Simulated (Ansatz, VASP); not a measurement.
# AlGa3P4 in two plane-wave programs, part 2 of 2

One calculation is typed for both programs; each brings its own data sets. How far apart do they land? The cell is invented: As first built, before any earlier steps moved the atoms (in the runner's words): P for N in the AlGa3N4 structure of space group P-43m. It may not be a known or stable phase. The cell is taken from a series of runs on this material, whose earlier steps may have relaxed, scaled, displaced or heated it; both programs get it as it stands.

VASP 6.6.1 and Ansatz 0.2.0.

So far. Step 5 (VASP: single point, PBE, pair 2): The run ends at a pressure of -0.19 GPa, with forces up to 0.0059 eV/Å.

**6. Ansatz: single point, PBE, pair 2**

Level of this step: Ansatz beside VASP: Kohn-Sham DFT, plane waves, PBE (Ansatz).

The same cell, functional and mesh now go to Ansatz, which takes its cutoff from its data sets.

The cell is taken from a series of runs on this material, whose earlier steps may have relaxed, scaled, displaced or heated it; both programs get it as it stands.

Contents of input.yaml:

```yaml
crystal:
  lattice:
    - [5.507218412, 0.0, 0.0]
    - [0.0, 7.788382968, 0.0]
    - [0.0, 3.894191484, 3.894191484]
  atoms:
    - { symbol: Al, position: [0.0, 0.0, 0.0] }
    - { symbol: Ga, position: [0.0, 0.5, 0.0] }
    - { symbol: Ga, position: [0.5, 0.0, 0.5] }
    - { symbol: Ga, position: [0.5, 0.5, 0.5] }
    - { symbol: P, position: [0.24949871, 0.24949871, 0.50100258] }
    - { symbol: P, position: [0.75050129, 0.75050129, 0.0] }
    - { symbol: P, position: [0.75050129, 0.24949871, 0.0] }
    - { symbol: P, position: [0.24949871, 0.75050129, 0.49899742] }
kpoints:
  mp_grid: { grid: [6, 6, 6] }
scf:
  occupations: { method: fixed }
hamiltonian:
  xc: pbe
output:
  eigenvalues: true
  transmission:
    leads: [[0, 0]]
    kpoints: [[0.0, 0.0], [-0.5, 0.0]]
    e_range: [-1.0, 2.64]
    de: 0.07
```

Command:

```bash
> ansatz run input.yaml --threads 2 --pin off --max-ram 4096MiB --backend cpu --events-out ev --progress --plain --runs-dir out
```

Numbers of over 12 decimals in the logs are rounded to 6 here.

What it wrote:

```text
[...]
Crystal: 8 atoms, lattice volume = 167.031 Å³
Basis set: ecut = 420 eV, 3239 PW (Γ)
Bands: 39, of which v1, the nominal top of the filled ones, is band 31 counted from 1 (30 counted from 0)
Symmetry: 24 space group operations
[...]
k-points: 20 of 216 (time reversal used)
[...]
crystal 0  : Al1Ga3P4, at the sites [0, 0], period 3.8942 Å: whole cells are its period
[...]
channels       : 0.000000e0 a spin
    conductance    : none, the energies end too early or step too widely for 300 K: set another output.transmission.e_range or a lower de, or, where they end at an eighth of basis.ecutwfc, a higher one
    slowest decay  : 0.1125 /Å at (0.0000, 0.0000)
[key lines of the parts left out:]
SCF converged after 7 iterations
Free energy (F): -14913.105021 eV
Fermi energy:    6.207087 eV
```

**7. Comparison**

The two programs side by side:

```tsv
quantity	Ansatz	VASP	difference
gap on the k mesh (eV)	1.640	1.637	+0.003
```

A gap on the mesh is an upper bound, since the band edges may lie between its points.

**8. VASP: single point, PBE, pair 3**

With cell and atoms fixed, the geometry can't cause a difference; cores, projectors, grids and the points listed under the comparison can.

Contents of INCAR:

```
SYSTEM = AlGa3P4
PREC = Accurate
ENCUT = 400
EDIFF = 1E-06
NELM = 120
ISMEAR = 0
SIGMA = 0.01
LREAL = .FALSE.
ALGO = Normal
GGA = PE
NBANDS = 39
LORBIT = 11
LWAVE = .FALSE.
LCHARG = .FALSE.
ISIF = 2
LASPH = .TRUE.
GGA_COMPAT = .FALSE.
EFERMI = MIDGAP
KPAR = 2
```

Contents of POSCAR:

```
AlGa3P4
1.0
    5.5072184115      0.0000000000      0.0000000000
    0.0000000000      5.5072184115      0.0000000000
    0.0000000000      0.0000000000      5.5072184115
Al Ga P
1 3 4
Direct
    0.0000000000      0.0000000000      0.0000000000
    0.5000000000      0.5000000000      0.0000000000
    0.5000000000      0.0000000000      0.5000000000
    0.0000000000      0.5000000000      0.5000000000
    0.7505012900      0.7505012900      0.2494987100
    0.7505012900      0.2494987100      0.7505012900
    0.2494987100      0.7505012900      0.7505012900
    0.2494987100      0.2494987100      0.2494987100
```

Contents of KPOINTS:

```
Automatic mesh
0
Gamma
6 6 6
0 0 0
```

The projector-augmented-wave data sets are Al, Ga_d and P (PBE family, release 64).

Command:

```bash
> mpirun -np 2 vasp_std
```

What it wrote:

```text
[... set-up lines as in an earlier step ...]
 entering main loop
       N       E                     dE             d eps       ncg     rms          rms(c)
DAV:   1     0.457058852424E+03    0.45706E+03   -0.23719E+04  1682   0.178E+03
DAV:   2     0.285451603327E+02   -0.42851E+03   -0.41183E+03  1706   0.490E+02
DAV:   3    -0.357165728804E+02   -0.64262E+02   -0.62320E+02  1874   0.141E+02
DAV:   4    -0.387794362508E+02   -0.30629E+01   -0.30485E+01  2009   0.332E+01
[...]
DAV:  12    -0.377384880690E+02   -0.39492E-05   -0.29600E-05  2089   0.380E-02    0.202E-02
DAV:  13    -0.377384895316E+02   -0.14626E-05   -0.93307E-06  1685   0.155E-02    0.586E-03
DAV:  14    -0.377384896662E+02   -0.13463E-06   -0.10014E-06  1095   0.911E-03
   1 F= -.37738490E+02 E0= -.37738490E+02  d E =0.000000E+00
```

From OUTCAR (step 8):

```text
  Total       -0.1906076     -0.1906076     -0.1906076     -0.0000000     -0.0000000     -0.0000000
  in kB       -1.8283274     -1.8283274     -1.8283274     -0.0000000     -0.0000000     -0.0000000
  external PRESSURE =      -1.8283274 kB  Pullay stress =       0.0000000 kB

 POSITION                                       TOTAL-FORCE (eV/Angst)
 -----------------------------------------------------------------------------------
      0.00000      0.00000      0.00000         0.000000      0.000000      0.000000
      2.75361      2.75361      0.00000         0.000000      0.000000      0.000000
      2.75361      0.00000      2.75361         0.000000      0.000000      0.000000
      0.00000      2.75361      2.75361         0.000000      0.000000      0.000000
      4.13317      4.13317      1.37404         0.003426      0.003426     -0.003426
      4.13317      1.37404      4.13317         0.003426     -0.003426      0.003426
      1.37404      4.13317      4.13317        -0.003426      0.003426      0.003426
      1.37404      1.37404      1.37404        -0.003426     -0.003426     -0.003426
 -----------------------------------------------------------------------------------
    total drift:                                0.000000      0.000000     -0.000000

  FREE ENERGIE OF THE ION-ELECTRON SYSTEM (eV)
  ---------------------------------------------------
  free  energy   TOTEN  =       -37.7384896662 eV

  energy  without entropy=      -37.7384896662  energy(sigma->0) =      -37.73848967

[... 2 parts as in an earlier step ...]

[... 1 further part left out ...]
[key lines of the parts left out:]
E-fermi :   5.1439
```

The run ends at a pressure of -0.18 GPa, with forces up to 0.0059 eV/Å.

**9. Ansatz: single point, PBE, pair 3**

The same cell, functional and mesh now go to Ansatz, which takes its cutoff from its data sets.

The cell is taken from a series of runs on this material, whose earlier steps may have relaxed, scaled, displaced or heated it; both programs get it as it stands.

Contents of input.yaml:

```yaml
crystal:
  lattice:
    - [5.5072184115, 0.0, 0.0]
    - [0.0, 5.5072184115, 0.0]
    - [0.0, 0.0, 5.5072184115]
  atoms:
    - { symbol: Al, position: [0.0, 0.0, 0.0] }
    - { symbol: Ga, position: [0.5, 0.5, 0.0] }
    - { symbol: Ga, position: [0.5, 0.0, 0.5] }
    - { symbol: Ga, position: [0.0, 0.5, 0.5] }
    - { symbol: P, position: [0.75050129, 0.75050129, 0.24949871] }
    - { symbol: P, position: [0.75050129, 0.24949871, 0.75050129] }
    - { symbol: P, position: [0.24949871, 0.75050129, 0.75050129] }
    - { symbol: P, position: [0.24949871, 0.24949871, 0.24949871] }
kpoints:
  mp_grid: { grid: [6, 6, 6] }
  band_path: { path: [VBM, CBM], npoints: 30 }
scf:
  occupations: { method: fixed }
hamiltonian:
  xc: pbe
  pseudopotentials: { kind: paw, source: jth }
output:
  eigenvalues: true
```

Command:

```bash
> ansatz run input.yaml --threads 2 --pin off --max-ram 4096MiB --backend cpu --events-out ev --progress --plain --runs-dir out
```

What it wrote:

```text
[...]
--- Band table (eV; the first three rows and the last of 20) ---
  k-point 0: bands = [... 27 lower, 4.1059, 6.5294, 6.5294, 6.5294, 8.2516, 8.2516, 8.2516, 8.2909, ... 4 higher]
  k-point 1: bands = [... 27 lower, 4.2077, 5.7420, 6.2504, 6.2504, 8.1935, 8.7169, 8.7552, 8.7552, ... 4 higher]
  k-point 2: bands = [... 27 lower, 4.5224, 4.5224, 5.6489, 5.6489, 8.4193, 9.4504, 9.4949, 9.9875, ... 4 higher]
  k-point 19: bands = [... 27 lower, 5.5630, 5.6004, 5.6004, 5.6004, 8.1666, 8.1666, 8.1666, 9.1571, ... 4 higher]
[key lines of the parts left out:]
SCF converged after 8 iterations
Free energy (F): -14907.619425 eV
Fermi energy:    6.529398 eV
```

**10. Comparison**

What differs besides the data sets and the points named for the pairs above, as far as they apply: the cutoff is 3600 eV in Ansatz and 400 eV in VASP. Total energies have different zeros and are not compared.

Compared:

```tsv
quantity	Ansatz	VASP	difference
gap on the k mesh (eV)	1.637	1.637	0.000
```

A gap on the mesh is an upper bound, since the band edges may lie between its points.

**11. Outcome**

- difference in gap on the k mesh (single point, PBE, pair 1): 0.0030 eV
- difference in gap on the k mesh (single point, PBE, pair 2): 0.0029 eV
- difference in gap on the k mesh (single point, PBE, pair 3): -9.0e-5 eV

The difference in gap on the k mesh is 0.0030 eV (single point, PBE, pair 1), within the 0.08 eV picked in this series as the mark of a large difference. How closely two codes agree says nothing of how well the functional describes the real material.

[Lines on the potential files, build, host, timing and source positions are cut from VASP's logs without a mark.]

[Logs are printed without paths, hosts, clocks, repeated set-up lines and the standing remarks that a program may print on its own settings, such as how far it seeks lower states.]

[Hosts, paths, dates, database ids (printed as entryN), source tags and the programs' standing remarks are cut or masked in the printed files.]
